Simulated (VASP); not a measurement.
Given:

```xyz
2
Lattice="0.0000 2.8031 2.8031 2.8031 0.0000 2.8031 2.8031 2.8031 0.0000" Properties=species:S:1:pos:R:3 pbc="T T T"
Zn     0.0000     0.0000     0.0000
Se     1.4015     1.4015     1.4015
```

The numbers are results of vdW-DF-cx, VASP's PBE PAW potentials (set 64) (plane waves; VASP), not measurements. Run with 520 eV cut-off, 8×8×8 Γ-centred mesh, Gaussian smearing of 0.050 eV, potentials Zn Se.

**Question.** Give the stress tensor in GPa (positive for a compressed cell).

**Answer.** 
```
2.14  0.00  0.00
0.00  2.14  0.00
0.00  0.00  2.14
```
The pressure is its mean diagonal, 2.14 GPa.

The compound is ZnSe in the zinc blende structure. This cell is one point of a volume scan, at 0.97 of the reference volume.
